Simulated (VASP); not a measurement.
Calculation: r2SCAN meta-GGA, VASP's PBE PAW potentials (set 64) (plane waves; VASP).

Input for VASP

### KPOINTS
```
Regular mesh
0
Gamma
 8 8 8
```

### KPOINTS_OPT
```
k-points along high-symmetry lines
10
Line-mode
Reciprocal
  0.000000   0.000000   0.000000 ! GAMMA
  0.500000   0.000000   0.500000 ! X

  0.500000   0.000000   0.500000 ! X
  0.625000   0.250000   0.625000 ! U

  0.375000   0.375000   0.750000 ! K
  0.000000   0.000000   0.000000 ! GAMMA

  0.000000   0.000000   0.000000 ! GAMMA
  0.500000   0.500000   0.500000 ! L

  0.500000   0.500000   0.500000 ! L
  0.500000   0.250000   0.750000 ! W

  0.500000   0.250000   0.750000 ! W
  0.500000   0.000000   0.500000 ! X
```

### POSCAR
```
KBr
1
    0.0000000000     3.3031135938     3.3031135938
    3.3031135938    -0.0000000000     3.3031135938
    3.3031135938     3.3031135938    -0.0000000000
K Br
1 1
Direct
  1.0000000000   1.0000000000   0.0000000000
  0.5000000000   0.5000000000   0.5000000000
```

### INCAR
```
! general
SYSTEM =KBr
PREC   =Accurate
ENCUT  =400
LREAL  =.FALSE.
LASPH  =.TRUE.

! electronic loop
EDIFF  =1E-7
NELM   =100
ALGO   =Normal
LMAXMIX=4
LMIXTAU=.TRUE.

! smearing
ISMEAR =-5

! functional
METAGGA=R2SCAN

! ions
ISIF   =2

! output
LWAVE  =.FALSE.
LCHARG =.FALSE.
LORBIT =11
NEDOS  =601
```

POTCAR, in this order: K_sv Br (PBE.64 set). Program: vasp_std.

The resulting files:

### OSZICAR
```
       N       E                     dE             d eps       ncg     rms          rms(c)
DAV:   1     0.681162235462E+02    0.68116E+02   -0.62005E+03   696   0.980E+02
DAV:   2    -0.213454604349E+02   -0.89462E+02   -0.84488E+02   856   0.245E+02
DAV:   3    -0.267354411528E+02   -0.53900E+01   -0.53592E+01   904   0.564E+01
DAV:   4    -0.270129466895E+02   -0.27751E+00   -0.27720E+00  1208   0.110E+01
DAV:   5    -0.270143394771E+02   -0.13928E-02   -0.13927E-02   896   0.869E-01    0.292E+00
DAV:   6    -0.236501812596E+02    0.33642E+01   -0.14068E+00  1120   0.120E+01    0.200E+00
DAV:   7    -0.230555962381E+02    0.59459E+00   -0.36103E-01  1276   0.604E+00    0.605E-01
DAV:   8    -0.237699607588E+02   -0.71436E+00   -0.34774E-01   756   0.524E+00    0.577E-01
DAV:   9    -0.232006311439E+02    0.56933E+00   -0.17745E-01   736   0.428E+00    0.386E-01
DAV:  10    -0.232290754037E+02   -0.28444E-01   -0.32057E-02   776   0.215E+00    0.185E-01
DAV:  11    -0.232381789148E+02   -0.91035E-02   -0.29366E-02   708   0.183E+00    0.953E-02
DAV:  12    -0.232459544427E+02   -0.77755E-02   -0.49745E-03   728   0.794E-01    0.836E-02
DAV:  13    -0.232467950791E+02   -0.84064E-03   -0.55559E-04   896   0.297E-01    0.225E-02
DAV:  14    -0.232466979101E+02    0.97169E-04   -0.46567E-05   808   0.846E-02    0.147E-02
DAV:  15    -0.232466979901E+02   -0.79932E-07   -0.14433E-06  1088   0.941E-03    0.151E-02
DAV:  16    -0.232466993990E+02   -0.14089E-05   -0.70179E-07   856   0.912E-03    0.151E-02
DAV:  17    -0.232468026591E+02   -0.10326E-03   -0.14719E-04   720   0.137E-01    0.371E-02
DAV:  18    -0.232468220300E+02   -0.19371E-04   -0.40056E-05   736   0.706E-02    0.249E-02
DAV:  19    -0.232468274985E+02   -0.54685E-05   -0.12189E-06   796   0.131E-02    0.200E-02
DAV:  20    -0.232468292952E+02   -0.17967E-05   -0.11359E-06   812   0.131E-02    0.430E-03
DAV:  21    -0.232468297173E+02   -0.42211E-06   -0.21181E-07   664   0.472E-03    0.462E-03
DAV:  22    -0.232468298508E+02   -0.13343E-06   -0.10426E-07   644   0.370E-03    0.190E-03
DAV:  23    -0.232468299481E+02   -0.97390E-07   -0.19728E-07   776   0.367E-03
   1 F= -.23246830E+02 E0= -.23246830E+02  d E =0.000000E+00
       N       E                     dE             ncg
       N       E                     dE             ncg
       N       E                     dE             ncg
```

File OUTCAR:
```
------------------------ aborting loop because EDIFF is reached ----------------------------------------
  FORCE on cell =-STRESS in cart. coord.  units (eV):
  Direction    XX          YY          ZZ          XY          YZ          ZX
  --------------------------------------------------------------------------------------
  Total        0.0061432      0.0061432      0.0061432      0.0000000     -0.0000000     -0.0000000
  in kB        0.1365547      0.1365547      0.1365547      0.0000000     -0.0000000     -0.0000000
  external PRESSURE =       0.1365547 kB  Pullay stress =       0.0000000 kB
  volume of cell :       72.08
      direct lattice vectors                 reciprocal lattice vectors
     0.000000000  3.303113594  3.303113594    -0.151372330  0.151372330  0.151372330
     3.303113594  0.000000000  3.303113594     0.151372330 -0.151372330  0.151372330
     3.303113594  3.303113594  0.000000000     0.151372330  0.151372330 -0.151372330
  FREE ENERGIE OF THE ION-ELECTRON SYSTEM (eV)
  ---------------------------------------------------
  free  energy   TOTEN  =       -23.2468299481 eV

  energy  without entropy=      -23.2468299481  energy(sigma->0) =      -23.24682995

 total charge

# of ion       s       p       d       tot
------------------------------------------
    1        1.958   5.677   0.022   7.656
    2        1.593   3.339   0.001   4.932
--------------------------------------------------
tot          3.551   9.015   0.023  12.589
```
(Selected blocks of OUTCAR.)

The compound is KBr in the rock salt structure. It was relaxed first.
